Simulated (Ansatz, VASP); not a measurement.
Sr3CdF2: VASP beside Ansatz

```xyz
6
Lattice="7.1519 0.0000 0.0000 -3.5760 6.1938 0.0000 0.0000 0.0000 3.4532" Properties=species:S:1:pos:R:3 pbc="T T T"
Sr    3.5760    0.0000    1.7266
Sr    1.7880    3.0969    1.7266
Sr   -1.7880    3.0969    1.7266
Cd    0.0000    0.0000    0.0000
F     0.0000    4.1292    0.0000
F     3.5760    2.0646    0.0000
```

Change from the starting cell: species swapped into the GdCo3B2 type (P6/mmm, No. 191).

Alike in both runs: functional PBE; k mesh 6 × 6 × 12; occupations gaussian, width 0.1 eV; no spin polarisation.

Ansatz relaxed the structure, and its values are those at the end. VASP's run is a single point on that final structure, the one shown.

|  | VASP | Ansatz |
| --- | --- | --- |
| version | VASP 6.6.1 | Ansatz 0.2.0 |
| potentials or method | VASP PAW PBE potentials, release 64 (Sr_sv, Cd, F) | scalar-relativistic, plane waves, PAW |
| plane-wave cutoff (eV) | 520 | 420 |
| valence electrons in the cell | 56 | 64 |

|  | VASP | Ansatz | Ansatz less VASP |
| --- | --- | --- | --- |
| gap on the k mesh at the Fermi level (eV) | none | none | - |
| pressure (GPa) | 0.1 | 0.0 | -0.07 |

A gap of «none» marks a metal or a gap that the smearing closes. The functional is the same, so the differences come from potentials, cutoffs and numerics. The two sets of potentials don't hold the same shells in valence.
